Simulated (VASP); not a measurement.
Computed with PBE GGA, VASP's PBE PAW potentials (set 64) (plane waves; VASP).

The input files of a VASP run:

KPOINTS:
```
Automatic
0
gamma
 8 8 8
0 0 0
```

**INCAR**
```
EDIFF=1E-5   ! SCF stop (eV)
ENCUT=400
NSW=20
LASPH=.True.
LWAVE=.False.
GGA=PE   ! PBE
NELM=100
NELMIN=4
EDIFFG=-0.03
PREC=Normal
SIGMA=0.05
ALGO=Fast
ISIF=2   ! forces and stress, cell fixed
LCHARG=.False.
IBRION=2
SYSTEM=SrTe
LREAL=.False.   ! projection in real space or not
ISMEAR=0   ! Gaussian
LMAXMIX=4
```

POSCAR:
```
SrTe
1.0
  0.0000000000   3.3620554552   3.3620554552
  3.3620554552   0.0000000000   3.3620554552
  3.3620554552   3.3620554552   0.0000000000
Sr Te
1 1
Cart
  0.0000000000   0.0000000000   0.0000000000
  3.3620554552   3.3620554552   3.3620554552
```

POTCAR, in this order: Sr_sv Te (PBE.64 set). Program: vasp_std.

Unless said otherwise, spin-orbit coupling is left out, though it shifts the bands of the heavy elements here.

Q: Estimate the energy per atom (σ→0), band gap (on the k-mesh).

A: 
- energy per atom (σ→0) = -4134 meV/atom
- band gap (on the k-mesh) = 1.77 eV

OSZICAR:
```
...
RMM:   8    -0.826750153163E+01    0.30471E-02   -0.22207E-02   777   0.100E+00    0.603E-01
RMM:   9    -0.826628227910E+01    0.12193E-02   -0.95089E-03   779   0.462E-01    0.249E-01
RMM:  10    -0.826681717619E+01   -0.53490E-03   -0.35661E-03   821   0.276E-01    0.122E-01
RMM:  11    -0.826694059966E+01   -0.12342E-03   -0.99844E-04   748   0.128E-01    0.333E-02
RMM:  12    -0.826698654016E+01   -0.45940E-04   -0.37212E-04   715   0.749E-02    0.542E-02
RMM:  13    -0.826699715452E+01   -0.10614E-04   -0.11330E-04   660   0.410E-02    0.154E-02
RMM:  14    -0.826700244817E+01   -0.52936E-05   -0.39079E-05   554   0.319E-02
   1 F= -.82670024E+01 E0= -.82670024E+01  d E =-.826700E+01
```

The compound is SrTe in the rock salt structure. It was relaxed first.
